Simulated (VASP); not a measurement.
Crystal: Al2Au.

```
Al Au
1.0
     0.00000    3.00000    3.00000
     3.00000    0.00000    3.00000
     3.00000    3.00000    0.00000
Al Au
2 1
Direct
  0.25000 0.25000 0.25000
  0.75000 0.75000 0.75000
  0.00000 0.00000 0.00000
```

Base run:

* Program: VASP 6.6.1
* Functional: PBE
* Potentials or basis: VASP PAW PBE potentials, release 64 (Al, Au)
* Cutoff: 520 eV
* k mesh: 12 × 12 × 12
* Occupations: methfessel-paxton, width 0.1 eV
* Spin: no spin polarisation

Its results: pressure 3.2 GPa.

The run is repeated on the same cell with these changes: functional from PBE to LDA; potentials or basis from VASP PAW PBE potentials, release 64 (Al, Au) to VASP PAW LDA potentials, release 64 (Al, Au). What comes out?

Pressure -2.3 GPa.

Not every run made on this cell is shown here.
